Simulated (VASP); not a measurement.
Crystal: Sb2Se5.

```xyz
7
Lattice="5.7809 0.0000 0.0000 -2.8905 5.0064 0.0000 0.0000 0.0000 7.5946" Properties=species:S:1:pos:R:3 pbc="T T T"
Sb    0.0000    0.0000    0.0000
Sb    0.0000    3.3376    0.0000
Se    0.0000    0.0000    5.0854
Se    0.0000    0.0000    2.5093
Se    1.8766    2.2542    3.7973
Se    2.8905    0.4981    3.7973
Se    3.9044    2.2542    3.7973
```

The cell was built by a generator and needn't be a form met in nature.

- Program: VASP 6.6.1
- Task: relaxation of cell and atoms
- Functional: PBE
- Potentials or basis: VASP PAW PBE potentials, release 64 (Sb, Se)
- Cutoff: 520 eV
- k mesh: 3 × 3 × 2
- Occupations: gaussian, width 0.15 eV
- Spin: no spin polarisation

At the start: pressure 14.6 GPa; volume 31.40 Å³/atom.

Question: Where does the relaxation end?

Answer: Over 17 steps the energy falls by 510.9 meV/atom and the volume is 33.18 Å³/atom (+5.7 %); space group P-6m2 (No. 187, to 0.05 Å).

The path:
| step | energy change (eV) | largest force (eV/Å) | pressure (GPa) | volume (Å³) |
| --- | --- | --- | --- | --- |
| 1 | 0.0000 | 13.7270 | 14.57 | 219.80 |
| 2 | 1.3517 | 1.3395 | -4.84 | 322.87 |
| 3 | -0.0126 | 1.7305 | -5.74 | 317.68 |
| 4 | -0.0624 | 1.4847 | -5.77 | 313.00 |
| 5 | -2.0130 | 1.6275 | -4.36 | 263.82 |
| 6 | -3.2987 | 0.9895 | -0.92 | 241.18 |
| 7 | -3.2753 | 1.5510 | 2.82 | 230.33 |
| 8 | -3.3891 | 0.5559 | 0.39 | 236.69 |
| 9 | -3.3933 | 0.5700 | 0.74 | 235.55 |
| 10 | -3.5373 | 0.1437 | -0.46 | 240.49 |
| 11 | -3.5429 | 0.1200 | -0.68 | 241.77 |
| 12 | -3.5596 | 0.2859 | -0.25 | 237.70 |
| 13 | -3.5628 | 0.4515 | 0.26 | 233.90 |
| 14 | -3.5709 | 0.2874 | 0.25 | 232.31 |
| 15 | -3.5744 | 0.1262 | 0.26 | 230.37 |
| 16 | -3.5763 | 0.0870 | 0.09 | 231.44 |
| 17 | -3.5766 | 0.0596 | -0.06 | 232.26 |

Final structure:
```yaml
crystal:
  lattice:
    - [5.78290, 0.00000, 0.00000]
    - [-2.89145, 5.00814, 0.00000]
    - [0.00000, 0.00000, 8.01951]
  atoms:
    - { symbol: Sb, position: [0.00000, 0.00000, 0.00000] }
    - { symbol: Sb, position: [0.33333, 0.66667, 0.00000] }
    - { symbol: Se, position: [0.00000, 0.00000, 0.66348] }
    - { symbol: Se, position: [0.00000, 0.00000, 0.33652] }
    - { symbol: Se, position: [0.52813, 0.47187, 0.50000] }
    - { symbol: Se, position: [0.52813, 0.05626, 0.50000] }
    - { symbol: Se, position: [0.94374, 0.47187, 0.50000] }
```

Caveat: the k mesh is coarse (spacing up to 0.42 Å⁻¹), so the values aren't converged.
